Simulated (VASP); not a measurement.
Input:

```
K2S
1.0
    0.00000     3.71817     3.71817
    3.71817     0.00000     3.71817
    3.71817     3.71817     0.00000
K S
2 1
Direct
  0.25000   0.25000   0.25000
  0.75000   0.75000   0.75000
  0.00000   0.00000   0.00000
```

The numbers are results of revPBE GGA, VASP's PBE PAW potentials (set 64) (plane waves; VASP), not measurements. Run with 520 eV cut-off, 5×5×5 Γ-centred mesh, Gaussian smearing of 0.050 eV, potentials K_sv S.

Predict the energy per atom (σ→0), pressure.

```json
{
  "energy per atom (σ→0)": "-2.957 eV/atom",
  "pressure": "1.18 GPa"
}
```

Only differences to runs with the same potentials and settings are physical.

The compound is K2S in the antifluorite structure. This cell is one point of a volume scan, at 0.94 of the reference volume.
